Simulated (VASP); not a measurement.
# Ga3BSb2 (P3m1) in VASP: phonons with PBE

Aim: the phonons of Ga3BSb2 with PBE.

Program: VASP 6.6.1. These are calculated values, not measurements. Logs are shortened: lines on timing, memory, paths and dates and some standing lists are left out, and cuts for length are marked.

### 1 Starting point

Symmetry: P3m1, No. 156, trigonal system. The conventional cell has a = 3.756 Å, b = 3.756 Å, c = 10.774 Å, α = 90.00°, β = 90.00°, γ = 120.00°. Ga (site symmetry 3m) has 3 Ga at 2.83 Å and 3 Sb at 2.93 Å as nearest neighbours. Ga (site symmetry 3m) is surrounded by 3 Ga at 2.83 Å and 3 Sb at 3.20 Å. Ga (site symmetry 3m) has 1 B at 2.09 Å as nearest neighbours. B (site symmetry 3m) is surrounded by 1 Ga at 2.09 Å and 3 Sb at 2.31 Å. Sb (site symmetry 3m) has 3 B at 2.31 Å as nearest neighbours. Around Sb (site symmetry 3m) lie 6 Ga at 2.79 to 2.93 Å.

The cell was built by a generator and needn't be a form met in nature.

### 2 Phonons, PBE

POSCAR reads:

```
Ga3BSb2
1.0
    3.7559940000      0.0000000000      0.0000000000
   -1.8779970000      3.2527870000      0.0000000000
    0.0000000000      0.0000000000     10.7742600000
Ga B Sb
3 1 2
Direct
    0.0000000000      0.0000000000      0.6636580000
    0.6666670000      0.3333330000      0.8330700000
    0.0000000000      0.0000000000      0.3178210000
    0.0000000000      0.0000000000      0.1239170000
    0.3333330000      0.6666670000      0.0508980000
    0.3333330000      0.6666670000      0.4806130000
```

INCAR.step1 reads:

```
SYSTEM = Ga3BSb2
ALGO = Fast ; EDIFF = 1E-8
EDIFFG = -0.002 ; ENCUT = 520
GGA = PE ; IBRION = 2
ISIF = 3 ; ISMEAR = 0
KPAR = 4 ; LASPH = .True.
LCHARG = .False. ; LREAL = .False.
LWAVE = .False. ; NELM = 80
NSW = 40 ; PREC = Accurate
SIGMA = 0.1
```

INCAR.step2 reads:

```
SYSTEM = Ga3BSb2
ALGO = Fast ; EDIFF = 1E-8
ENCUT = 520 ; GGA = PE
IBRION = 6 ; ISIF = 2
ISMEAR = 0 ; KPAR = 4
LASPH = .True. ; LCHARG = .False.
LREAL = .False. ; LWAVE = .False.
NELM = 80 ; NFREE = 2
NSW = 1 ; POTIM = 0.015
PREC = Accurate ; SIGMA = 0.1
```

KPOINTS reads:

```
k-points
0
Gamma
  10 10 4
  0 0 0
```

Potentials or basis: VASP PAW PBE potentials, release 64 (Ga_d, B, Sb).

Run with:

```
$ cat potpaw_PBE.64/Ga_d/POTCAR potpaw_PBE.64/B/POTCAR potpaw_PBE.64/Sb/POTCAR > POTCAR
$ cp INCAR.step1 INCAR
$ mpirun -np 4 vasp_std > vasp.out
$ cp CONTCAR POSCAR
$ cp INCAR.step2 INCAR
$ mpirun -np 4 vasp_std > vasp.out
```

OUTCAR:

```text
SYSTEM = Ga3BSb2
   EDIFF = 1E-8
   ENCUT = 520
   GGA = PE
   IBRION = 6
   ISIF = 2
   ISMEAR = 0
   LASPH = .True.
   LREAL = .False.
   NELM = 80
   NFREE = 2
   NSW = 1
   POTIM = 0.015
   PREC = Accurate

 ion  position               nearest neighbor table
   1  0.000  0.000  0.663-   2 2.84   2 2.84   2 2.84   6 2.93   6 2.93   6 2.93
   2  0.667  0.333  0.833-   1 2.84   1 2.84   1 2.84   5 3.20   5 3.20   5 3.20
   3  0.000  0.000  0.318-   4 2.09   6 2.79   6 2.79   6 2.79
   4  0.000  0.000  0.124-   3 2.09   5 2.31   5 2.31   5 2.31
   5  0.333  0.667  0.051-   4 2.31   4 2.31   4 2.31   2 3.20   2 3.20   2 3.20
   6  0.333  0.667  0.481-   3 2.79   3 2.79   3 2.79   1 2.93   1 2.93   1 2.93

  LATTYP: Found a hexagonal cell.
 ALAT       =     3.7560852123
 C/A-ratio  =     2.8696291862

  Lattice vectors:

 A1 = (   3.7560852123,   0.0000000000,   0.0000000000)
 A2 = (  -1.8780426062,   3.2528659922,   0.0000000000)
 A3 = (   0.0000000000,   0.0000000000,  10.7785717511)

Analysis of symmetry for initial positions (statically):
=====================================================================
 Subroutine PRICEL returns:
 Original cell was already a primitive cell.

 Routine SETGRP: Setting up the symmetry group for a
 hexagonal supercell.

 Subroutine GETGRP returns: Found  6 space group operations
 (whereof  6 operations were pure point group operations)
 out of a pool of 24 trial point group operations.

The static configuration has the point symmetry C_3v.

Analysis of symmetry for dynamics (positions and initial velocities):
=====================================================================
 Subroutine PRICEL returns:
 Original cell was already a primitive cell.

 Routine SETGRP: Setting up the symmetry group for a
 hexagonal supercell.

 Subroutine GETGRP returns: Found  6 space group operations
 (whereof  6 operations were pure point group operations)
 out of a pool of 24 trial point group operations.

The dynamic configuration has the point symmetry C_3v.

 Subroutine INISYM returns: Found  6 space group operations
 (whereof  6 operations are pure point group operations),
 and found     1 'primitive' translations

----------------------------------------------------------------------------------------

                                     Primitive cell

  volume of cell :     131.6930

  direct lattice vectors                    reciprocal lattice vectors
     3.756085212  0.000000000  0.000000000     0.266234642  0.153710605  0.000000000
    -1.878042606  3.252865992  0.000000000     0.000000000  0.307421210  0.000000000
     0.000000000  0.000000000 10.778571751     0.000000000  0.000000000  0.092776671

  length of vectors
     3.756085212  3.756085887 10.778571751     0.307421265  0.307421210  0.092776671

  position of ions in fractional coordinates (direct lattice)
     0.000000000  0.000000000  0.663458089
     0.666667000  0.333333000  0.832981549
     0.000000000  0.000000000  0.317851301
     0.000000000  0.000000000  0.124053867
     0.333333000  0.666667000  0.051096037
     0.333333000  0.666667000  0.480536158

  ion indices of the primitive-cell ions
   primitive index   ion index
                 1           1
                 2           2
                 3           3
                 4           4
                 5           5
                 6           6
[... 85 lines left out ...]
   EMIN   =  10.00;   EMAX   =-10.00  energy-range for DOS
   EFERMI =   0.00;   METHOD = LEGACY
   ISMEAR =     0;   SIGMA  =   0.10  broadening in eV -4-tet -1-fermi 0-gaus
   EFERMI_NEDOS =   21; number of points for ismear=-14 and -15
   IALGO  =     68    algorithm
   IMIX   =      4    mixing-type and parameters
     AMIX     =   0.40;   BMIX     =  1.00
     AMIX_MAG =   1.60;   BMIX_MAG =  1.00
  volume/ion in A,a.u.               =      21.95       148.12
  Fermi-wavevector in a.u.,A,eV,Ry     =   1.201033  2.269624 19.626141  1.442481
  Thomas-Fermi vector in A             =   2.336853
   LORBIT       =      0    0 simple, 1 ext, 2 COOP (PROOUT), +10 PAW based schemes
   GGA     = PE    functional components
   LHFCALC =     F    Hartree Fock is set to
   AEXX    =    0.0000 exact exchange contribution
   IVDW    =     0    specifies the selected vdW correction
   LEPSILON=     F    determine dielectric tensor
   LRPA    =     F    only Hartree local field effects (RPA)
 finite differences with symmetry
 non-spin polarized calculation
 RMM-DIIS sequential band-by-band and
 Gauss-broadening in eV      SIGMA  =   0.10
  energy-cutoff  :      520.00
  volume of cell :      131.69
 maximum number of plane-waves:      3568
   NGX = 13   NGY = 13   NGZ = 41

--------------------------------------- Ionic step        1  -------------------------------------------

 number of electron      51.9999992 magnetization

 Free energy of the ion-electron system (eV)
  ---------------------------------------------------
  ext. energy  EPLUGINS =         0.00000000
  ---------------------------------------------------
  free energy    TOTEN  =       -22.14054979 eV

  energy without entropy =      -22.13114847  energy(sigma->0) =      -22.13584913

------------------------ aborting loop because EDIFF is reached ----------------------------------------

  FORCE on cell =-STRESS in cart. coord.  units (eV):
  Direction    XX          YY          ZZ          XY          YZ          ZX
  --------------------------------------------------------------------------------------
  -------------------------------------------------------------------------------------
  Total       -0.0037080     -0.0037080     -0.0022085     -0.0000000      0.0000000     -0.0000000
  in kB       -0.0451117     -0.0451117     -0.0268683     -0.0000000      0.0000000     -0.0000000
  external PRESSURE =      -0.0390306 kB  Pullay stress =       0.0000000 kB
[... 101 lines left out ...]
  FREE ENERGIE OF THE ION-ELECTRON SYSTEM (eV)
  ---------------------------------------------------
  free  energy   TOTEN  =       -22.1403630219 eV

  energy  without entropy=      -22.1309600756  energy(sigma->0) =      -22.13566155

[... ionic steps 4 to 22 ...]

--------------------------------------- Ionic step       23  -------------------------------------------

 number of electron      51.9999992 magnetization

------------------------ aborting loop because EDIFF is reached ----------------------------------------
[... 75 lines left out ...]
--------------------------------------- Ionic step       25  -------------------------------------------

 number of electron      51.9999992 magnetization

 Free energy of the ion-electron system (eV)
  ---------------------------------------------------
  ext. energy  EPLUGINS =         0.00000000
  ---------------------------------------------------
  free energy    TOTEN  =       -22.14015425 eV

  energy without entropy =      -22.13055211  energy(sigma->0) =      -22.13535318

 E-fermi :   5.6402     XC(G=0): -10.0392

 val. band max:        5.6358430695   @ k =   0.3000   0.2000   0.0000
 cond. band min:       5.6665957204   @ k =   0.2000  -0.0000   0.2500
 fundamental gap:      0.0307526509
 Fermi energy:         5.6401981596

 k-point     1 :       0.0000    0.0000    0.0000
  band No.  band energies     occupation
      1      -9.3202      2.00000
      2      -9.3202      2.00000
      3      -9.2590      2.00000
      4      -9.2512      2.00000
      5      -9.2512      2.00000
      6      -9.1963      2.00000
[... 805 lines left out ...]
     30       7.6147      0.00000
     31       8.4379      0.00000

 [... further k-points ...]
[... 5 lines left out ...]
  --------------------------------------------------------------------------------------
  -------------------------------------------------------------------------------------
  Total        0.0272375      0.0272375      0.0269597     -0.0000000      0.0000000      0.0000000
  in kB        0.3313715      0.3313716      0.3279911     -0.0000000      0.0000000      0.0000000
  external PRESSURE =       0.3302447 kB  Pullay stress =       0.0000000 kB
[... 21 lines left out ...]
  FREE ENERGIE OF THE ION-ELECTRON SYSTEM (eV)
  ---------------------------------------------------
  free  energy   TOTEN  =       -22.1401542522 eV

  energy  without entropy=      -22.1305521149  energy(sigma->0) =      -22.13535318

 INTERNAL STRAIN TENSORS FROM DISPLACED ATOMS
 ============================================

 INTERNAL STRAIN TENSOR FOR ION    1 for displacements in x,y,z  (eV/Angst):
          X           Y           Z          XY          YZ          ZX
  --------------------------------------------------------------------------------
  x     0.00000     0.00000     0.00000     0.05119     0.00000    -0.03334
  y     0.05119    -0.05119     0.00000     0.00000    -0.03335     0.00000
  z    -1.49610    -1.49610    -3.22675     0.00000     0.00000     0.00000

 INTERNAL STRAIN TENSOR FOR ION    6 for displacements in x,y,z  (eV/Angst):
          X           Y           Z          XY          YZ          ZX
  --------------------------------------------------------------------------------
  x     0.00000     0.00000     0.00000     3.87247     0.00000    -1.81856
  y     3.87247    -3.87247     0.00000     0.00000    -1.81856     0.00000
  z    -1.93081    -1.93081    -1.81556     0.00000     0.00000     0.00000

 Eigenvectors and eigenvalues of the dynamical matrix
 ----------------------------------------------------

   1 f  =   16.572067 THz   104.125366 2PiTHz  552.784644 cm-1    68.536530 meV
             X         Y         Z           dx          dy          dz
      0.000000  0.000000  7.151131    -0.000000   -0.000000   -0.004702
      1.878044  1.084288  8.978351    -0.000000   -0.000000   -0.017730
      0.000000  0.000000  3.425983    -0.000000   -0.000000   -0.232846
      0.000000  0.000000  1.337124    -0.000000   -0.000000    0.966764
     -0.000002  2.168578  0.550742     0.000000    0.000000   -0.103650
     -0.000002  2.168578  5.179493     0.000000    0.000000    0.008400
[... 145 lines left out ...]
  18 f/i=    0.021518 THz     0.135203 2PiTHz    0.717770 cm-1     0.088992 meV
             X         Y         Z           dx          dy          dz
      0.000000  0.000000  7.151131    -0.000025   -0.384068    0.000000
      1.878044  1.084288  8.978351    -0.000024   -0.370510    0.000000
      0.000000  0.000000  3.425983    -0.000025   -0.392794    0.000000
      0.000000  0.000000  1.337124    -0.000010   -0.155234    0.000000
     -0.000002  2.168578  0.550742    -0.000034   -0.521826    0.000000
     -0.000002  2.168578  5.179493    -0.000033   -0.514322    0.000000

 ELASTIC MODULI CONTR FROM IONIC RELAXATION (kBar)
 Direction    XX          YY          ZZ          XY          YZ          ZX
 --------------------------------------------------------------------------------
 XX        -195.0181     68.8121    -13.4634      0.0000   -107.2222      0.0000
 YY          68.8121   -195.0183    -13.4634     -0.0000    107.2222     -0.0000
 ZZ         -13.4634    -13.4634   -391.9691     -0.0000      0.0000     -0.0000
 XY           0.0000     -0.0000     -0.0000   -131.9152      0.0000   -107.2222
 YZ        -107.2222    107.2222      0.0000      0.0000   -389.8990      0.0000
 ZX           0.0000     -0.0000     -0.0000   -107.2222      0.0000   -389.8983
 --------------------------------------------------------------------------------
```

It took 44 min on 4 MPI ranks of Intel Xeon Platinum 8488C (Sapphire Rapids), shared host; peak memory 1.2 GiB.

What came out:

```
Highest phonon frequency at Γ, LO-TO splitting left out : 553 cm⁻¹
```

Phonon frequencies in cm⁻¹ (negative: imaginary):
| q point | frequencies |
| --- | --- |
| (0.000, 0.000, 0.000) | -1 -1 0 29 29 56 56 88 89 89 99 122 122 144 189 519 519 553 |
